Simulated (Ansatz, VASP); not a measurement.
## Two plane-wave programs on Sc2GaP3

```
CELL_PARAMETERS angstrom
4.12530 0.00000 0.00000
-2.06265 3.57261 0.00000
0.00000 0.00000 7.18357
ATOMIC_POSITIONS crystal
Sc 0.33333 0.66667 0.28184
Sc 0.33333 0.66667 0.71816
Ga 0.66667 0.33333 0.00000
P 0.66667 0.33333 0.50000
P 0.00000 0.00000 0.00000
P 0.00000 0.00000 0.50000
```

Change from the starting cell: species swapped into the Gd2CoNi3 type (P-6m2, No. 187).

Alike in both runs: functional PBE; k mesh 6 × 6 × 2; occupations gaussian, width 0.1 eV; no spin polarisation.

Ansatz relaxed the structure, and its values are those at the end. VASP's run is a single point on that final structure, the one shown.

|  | VASP | Ansatz |
| --- | --- | --- |
| version | VASP 6.6.1 | Ansatz 0.2.0 |
| potentials or method | VASP PAW PBE potentials, release 64 (Sc_sv, Ga_d, P) | scalar-relativistic, plane waves, PAW |
| plane-wave cutoff (eV) | 520 | 420 |
| valence electrons in the cell | 50 | 50 |

VASP gave:

| Property | Result |
| --- | --- |
| gap on the k mesh at the Fermi level (eV) | none |
| pressure (GPa) | 0.3 |

Q: Which values does Ansatz return?

A: gap on the k mesh at the Fermi level (eV): none; pressure (GPa): 0.2.

A gap of «none» marks a metal or a gap that the smearing closes.

Caveats: the k mesh is coarse (spacing up to 0.44 Å⁻¹), so the values aren't converged.
